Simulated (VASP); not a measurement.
Calculation: PBE GGA, VASP's PBE PAW potentials (set 64) (plane waves; VASP 6.6.1).

Input for VASP

INCAR:
```
ALGO = Normal
EDIFF = 1E-6
ENCUT = 400
GGA = PE
ISIF = 2
ISMEAR = 1
ISPIN = 2
LASPH = T
LCHARG = F
LMAXMIX = 4
LORBIT = 10
LREAL = F
LWAVE = F
MAGMOM = 0.0 3*0.5
NELM = 100
PREC = Accurate
SIGMA = 0.1
SYSTEM = Ni3Al
```

### POSCAR
```
Ni3Al
1
    3.6414000000     0.0000000000     0.0000000000
    0.0000000000     3.6414000000     0.0000000000
    0.0000000000     0.0000000000     3.6414000000
Al Ni
1 3
Direct
  0.0000000000   0.0000000000   0.0000000000
  0.0000000000   0.5000000000   0.5000000000
  0.5000000000   0.0000000000   0.5000000000
  0.5000000000   0.5000000000   0.0000000000
```

**KPOINTS**
```
Automatic mesh
0
Gamma
6 6 6
0 0 0
```

POTCAR, in this order: Al Ni (PBE.64 set). Program: vasp_std.

Output

**OUTCAR**
```
 ion  position               nearest neighbor table
   1  0.000  0.000  0.000-   2 2.57   3 2.57   4 2.57   2 2.57   3 2.57   2 2.57   4 2.57   2 2.57
                             3 2.57   4 2.57   3 2.57   4 2.57
   2  0.000  0.500  0.500-   1 2.57   3 2.57   4 2.57   1 2.57   4 2.57   1 2.57   3 2.57   1 2.57
                             3 2.57   4 2.57   4 2.57   3 2.57
   3  0.500  0.000  0.500-   1 2.57   2 2.57   4 2.57   1 2.57   4 2.57   2 2.57   4 2.57   4 2.57
                             1 2.57   2 2.57   1 2.57   2 2.57
   4  0.500  0.500  0.000-   1 2.57   2 2.57   3 2.57   2 2.57   3 2.57   1 2.57   3 2.57   3 2.57
                             1 2.57   2 2.57   2 2.57   1 2.57
  LATTYP: Found a simple cubic cell.
 ALAT       =     3.6414000000
 Subroutine PRICEL returns:
 Original cell was already a primitive cell.
 Subroutine GETGRP returns: Found 48 space group operations
The static configuration has the point symmetry O_h .
The dynamic configuration has the point symmetry O_h .
The overall configuration has the point symmetry O_h .
 Subroutine INISYM returns: Found 48 space group operations
 Subroutine IBZKPT returns following result:
 Found     20 irreducible k-points:

 Following reciprocal coordinates:
            Coordinates               Weight
  0.000000  0.000000  0.000000      1.000000
  0.166667  0.000000  0.000000      6.000000
...
```

**OSZICAR**
```
       N       E                     dE             d eps       ncg     rms          rms(c)
DAV:   1     0.167581493997E+03    0.16758E+03   -0.12171E+04  1688   0.161E+03
DAV:   2    -0.178734200855E+02   -0.18545E+03   -0.17764E+03  1680   0.324E+02
DAV:   3    -0.256848603736E+02   -0.78114E+01   -0.73552E+01  1864   0.908E+01
DAV:   4    -0.258262069136E+02   -0.14135E+00   -0.14097E+00  1972   0.108E+01
DAV:   5    -0.258312667180E+02   -0.50598E-02   -0.50591E-02  1991   0.190E+00    0.188E+01
DAV:   6    -0.275987098417E+02   -0.17674E+01   -0.69444E+01  1920   0.135E+02    0.228E+01
DAV:   7    -0.218165482498E+02    0.57822E+01   -0.21302E+01  1904   0.740E+01    0.238E+00
DAV:   8    -0.218332902878E+02   -0.16742E-01   -0.49215E-01  1769   0.577E+00    0.155E+00
DAV:   9    -0.218107149478E+02    0.22575E-01   -0.55617E-02  2196   0.325E+00    0.474E-01
DAV:  10    -0.218108054244E+02   -0.90477E-04   -0.30554E-03  1893   0.716E-01    0.203E-01
DAV:  11    -0.218105807703E+02    0.22465E-03   -0.33968E-04  2232   0.275E-01    0.104E-01
DAV:  12    -0.218105321189E+02    0.48651E-04   -0.88419E-05  2164   0.116E-01    0.447E-02
DAV:  13    -0.218105345180E+02   -0.23991E-05   -0.12254E-05  1918   0.353E-02    0.208E-02
DAV:  14    -0.218105336401E+02    0.87793E-06   -0.66697E-07  1015   0.123E-02
   1 F= -.21810534E+02 E0= -.21811075E+02  d E =0.162492E-02  mag=     0.7632
```

OUTCAR:
```
------------------------ aborting loop because EDIFF is reached ----------------------------------------
  FORCE on cell =-STRESS in cart. coord.  units (eV):
  Direction    XX          YY          ZZ          XY          YZ          ZX
  --------------------------------------------------------------------------------------
  Total       -3.0027609     -3.0027609     -3.0027609      0.0000000      0.0000000     -0.0000000
  in kB      -99.6382698    -99.6382698    -99.6382698      0.0000000      0.0000000     -0.0000000
  external PRESSURE =     -99.6382698 kB  Pullay stress =       0.0000000 kB
  volume of cell :       48.28
      direct lattice vectors                 reciprocal lattice vectors
     3.641400000  0.000000000  0.000000000     0.274619652  0.000000000  0.000000000
     0.000000000  3.641400000  0.000000000     0.000000000  0.274619652  0.000000000
     0.000000000  0.000000000  3.641400000     0.000000000  0.000000000  0.274619652
 POSITION                                       TOTAL-FORCE (eV/Angst)
 -----------------------------------------------------------------------------------
      0.00000      0.00000      0.00000         0.000000      0.000000      0.000000
      0.00000      1.82070      1.82070         0.000000      0.000000      0.000000
      1.82070      0.00000      1.82070         0.000000      0.000000      0.000000
      1.82070      1.82070      0.00000         0.000000      0.000000      0.000000
 -----------------------------------------------------------------------------------
    total drift:                                0.000000     -0.000000     -0.000000
  FREE ENERGIE OF THE ION-ELECTRON SYSTEM (eV)
  ---------------------------------------------------
  free  energy   TOTEN  =       -21.8105336401 eV

  energy  without entropy=      -21.8121585629  energy(sigma->0) =      -21.81107528

 total charge

# of ion       s       p       d       tot
------------------------------------------
    1        0.403   0.366   0.000   0.769
    2        0.466   0.460   8.347   9.272
    3        0.466   0.460   8.347   9.272
    4        0.466   0.460   8.347   9.272
--------------------------------------------------
tot          1.800   1.746  25.040  28.586

 magnetization (x)

# of ion       s       p       d       tot
------------------------------------------
    1       -0.001  -0.010   0.000  -0.011
    2       -0.003  -0.011   0.293   0.278
    3       -0.003  -0.011   0.293   0.278
    4       -0.003  -0.011   0.293   0.278
--------------------------------------------------
tot         -0.011  -0.044   0.878   0.823
```
(Selected blocks of OUTCAR.)

### OUTCAR
```
 val. band max:        8.5770020097   @ k =   0.5000   0.5000   0.5000

 cond. band min:       8.6201239704   @ k =   0.5000   0.5000   0.3333


 Fermi energy:         8.6196471945

 spin component 1

 k-point     1 :       0.0000    0.0000    0.0000
  band No.  band energies     occupation
      1      -0.8743      1.00000
      2       4.6822      1.00000
      3       5.3045      1.00000
      4       5.3045      1.00000
      5       5.5983      1.00000
      6       5.5983      1.00000
      7       5.5983      1.00000
      8       7.3350      1.00000
      9       7.3350      1.00000
     10       7.3350      1.00000
     11       8.0712      1.00000
     12       8.0712      1.00000
     13       8.3393      1.00027
     14       8.4664      1.02620
     15       8.4664      1.02620
     16       8.4664      1.02620
     17       9.4953     -0.00000
     18       9.4953     -0.00000
     19       9.4953     -0.00000
     20      14.8020      0.00000
     21      14.8020      0.00000

 k-point     2 :       0.1667    0.0000    0.0000
  band No.  band energies     occupation
      1      -0.5534      1.00000
      2       4.7117      1.00000
      3       5.1232      1.00000
      4       5.4951      1.00000
      5       5.6465      1.00000
      6       5.6465      1.00000
      7       5.6660      1.00000
      8       7.1718      1.00000
      9       7.1718      1.00000
     10       7.2630      1.00000
     11       7.8750      1.00000
     12       8.0210      1.00000
     13       8.0210      1.00000
     14       8.0717      1.00000
     15       8.2334      1.00000
     16       8.4483      1.01796
     17       8.4667      1.02632
     18      10.3558     -0.00000
     19      10.3558     -0.00000
     20      14.8095      0.00000
     21      15.1471      0.00000

 k-point     3 :       0.3333    0.0000    0.0000
  band No.  band energies     occupation
      1       0.3768      1.00000
...
```

The compound is Ni3Al in the L1_2 structure. The cell was not relaxed at this level.
